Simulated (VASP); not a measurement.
```xyz
3
Lattice="1.5687 -2.7170 0.0000 1.5687 2.7170 0.0000 0.0000 0.0000 3.5081" Properties=species:S:1:pos:R:3 pbc="T T T"
Hf     0.0000     0.0000     0.0000
B      1.5687     0.9057     1.7541
B      1.5687    -0.9057     1.7541
```

Calculation: optB88-vdW, VASP's PBE PAW potentials (set 64) (plane waves; VASP 6.6.1). Run with 520 eV cut-off, Gaussian smearing of 0.050 eV, potentials Hf_pv B.

Problem. Give the energies of bands 5 to 11 at the high-symmetry points, in eV from the Fermi level.

Solution. 
| band | Γ | M | K | A | L | H |
|---|---|---|---|---|---|---|
| 5 | -3.17 | -9.21 | -8.44 | -8.47 | -7.68 | -9.27 |
| 6 | -3.04 | -4.34 | -7.82 | -1.40 | -5.09 | -5.66 |
| 7 | -3.04 | -3.61 | -2.82 | -1.40 | -4.84 | -3.29 |
| 8 | -3.03 | -2.98 | -2.82 | 0.23 | -2.80 | -3.29 |
| 9 | 3.73 | 1.87 | 1.49 | 0.23 | 3.73 | 4.09 |
| 10 | 3.73 | 2.46 | 1.49 | 0.77 | 3.92 | 5.19 |
| 11 | 4.23 | 5.22 | 3.25 | 0.77 | 5.90 | 6.51 |

It has no gap at this level: it comes out as a metal or semimetal.

The compound is HfB2 in the AlB2 type structure. It was relaxed first.
